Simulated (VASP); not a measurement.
An input for Quantum ESPRESSO's pw.x (written as the equivalent of a VASP run, and not itself run):

```
&CONTROL
  calculation = 'scf'
  pseudo_dir = './pseudo'
  outdir = './out'
  tprnfor = .true.
  tstress = .false.
/
&SYSTEM
  ibrav = 0
  nat = 2
  ntyp = 2
  ecutwfc = 92
  occupations = 'smearing'
  smearing = 'gaussian'
  degauss = 0.003675
  input_dft = 'pbe0'
  nqx1 = 6
  nqx2 = 6
  nqx3 = 6
/
&ELECTRONS
  conv_thr = 7.3e-08
  electron_maxstep = 60
/
ATOMIC_SPECIES
  Cu 63.546 Cu.upf
  I 126.904 I.upf
CELL_PARAMETERS angstrom
     0.0000000    3.0096439    3.0096439
     3.0096439    0.0000000    3.0096439
     3.0096439    3.0096439    0.0000000
ATOMIC_POSITIONS crystal
  Cu   0.0000000  0.0000000  0.0000000
  I    0.2500000  0.2500000  0.2500000
K_POINTS automatic
  6 6 6 0 0 0
```

Task: Write the VASP files for the same calculation (PBE0).

Result: One answer among several that fit: 
File KPOINTS:
```
kpoints
0
Gamma
 6 6 6
0 0 0
```

INCAR:
```
! general
SYSTEM   = CuI
PREC     = Accurate
ENCUT    = 520   ! plane-wave cut-off (eV)
LREAL    = .FALSE.   ! projection in real space or not
LASPH    = .TRUE.
ISYM     = 3

! electronic loop
EDIFF    = 1E-6   ! SCF stop (eV)
NELM     = 60   ! most electronic steps
ALGO     = Normal   ! blocked Davidson
LMAXMIX  = 4   ! l cut-off of mixed one-centre charges

! smearing
ISMEAR   = 0   ! Gaussian
SIGMA    = 0.05   ! width (eV)

! functional
GGA      = PE
LHFCALC  = .TRUE.
AEXX     = 0.25
HFRCUT   = -1
PRECFOCK = Fast

! ions
ISIF     = 2   ! forces and stress, cell fixed

! output
LWAVE    = .FALSE.
LCHARG   = .FALSE.
```

File POSCAR:
```
CuI
4.2562790
  0.0000000000   0.7071068121   0.7071068121
  0.7071068121   0.0000000000   0.7071068121
  0.7071068121   0.7071068121   0.0000000000
Cu I
1 1
Cartesian
  0.0000000000   0.0000000000   0.0000000000
  0.3535534060   0.3535534060   0.3535534060
```

POTCAR, in this order: Cu I (PBE.64 set). Program: vasp_std. Read from the step before: WAVECAR.

Limits of the translation: the potentials are each code's own (VASP's PAW set, PseudoDojo norm-conserving files in pw.x), so ENCUT and ecutwfc are chosen apart and not converted; conv_thr bounds pw.x's estimated SCF error, while EDIFF bounds the energy change between steps; the singularity of exact exchange is treated differently by default.

The compound is CuI in the zinc blende structure. This cell is one point of a volume scan, at 0.97 of the reference volume.
